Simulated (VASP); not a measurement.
All values below come from PBE GGA, VASP's PBE PAW potentials (set 64) (plane waves; VASP).

VASP ran on this input.

POSCAR:
```
MgB2
1
    1.5487727941    -2.6825526724     0.0000000000
    1.5487727941     2.6825526724     0.0000000000
    0.0000000000     0.0000000000     3.5206452610
Mg B
1 2
Direct
  1.0000000000   1.0000000000   0.0000000000
  0.3333330000   0.6666670000   0.5000000000
  0.6666670000   0.3333330000   0.5000000000
```

File KPOINTS:
```
Automatic mesh
0
Gamma
10 10 8
0 0 0
```

INCAR:
```
# general
SYSTEM = MgB2
PREC   = Accurate
ENCUT  = 600   # plane-wave cut-off (eV)
LREAL  = .FALSE.   # projection in real space or not
LASPH  = .TRUE.

# electronic loop
EDIFF  = 1E-7
NELM   = 100
ALGO   = Normal

# smearing
ISMEAR = 1   # Methfessel-Paxton
SIGMA  = 0.1   # width (eV)

# functional
GGA    = PE   # PBE

# ions
ISIF   = 2

# output
LWAVE  = .FALSE.
LCHARG = .FALSE.
```

POTCAR, in this order: Mg B (PBE.64 set). Program: vasp_std.

**Question.** Estimate the energy per atom (σ→0), pressure, band gap (on the k-mesh).

**Answer.** 
```
Property                                                     Value
------------------------  ----------------------------------------
energy per atom (σ→0)                               -5.107 eV/atom
band gap (on the k-mesh)  none (metal, semimetal or under 0.01 eV)
pressure                                                 -2.43 GPa
```

OSZICAR:
```
...
DAV:   7    -0.153246689457E+02    0.25416E+00   -0.12567E+00  1344   0.601E+00    0.726E-01
DAV:   8    -0.153239745647E+02    0.69438E-03   -0.70935E-02  1200   0.186E+00    0.287E-01
DAV:   9    -0.153199515642E+02    0.40230E-02   -0.13292E-02  1200   0.646E-01    0.527E-02
DAV:  10    -0.153199497649E+02    0.17993E-05   -0.11529E-03  1536   0.214E-01    0.280E-02
DAV:  11    -0.153199118901E+02    0.37875E-04   -0.17957E-04  1232   0.819E-02    0.207E-03
DAV:  12    -0.153199120507E+02   -0.16059E-06   -0.16513E-06  1544   0.121E-02    0.660E-04
DAV:  13    -0.153199120595E+02   -0.87994E-08   -0.17397E-08  1160   0.116E-03
   1 F= -.15319912E+02 E0= -.15320047E+02  d E =0.405397E-03
```

The compound is MgB2 in the AlB2 type structure. This cell was strained or had an atom moved on purpose.
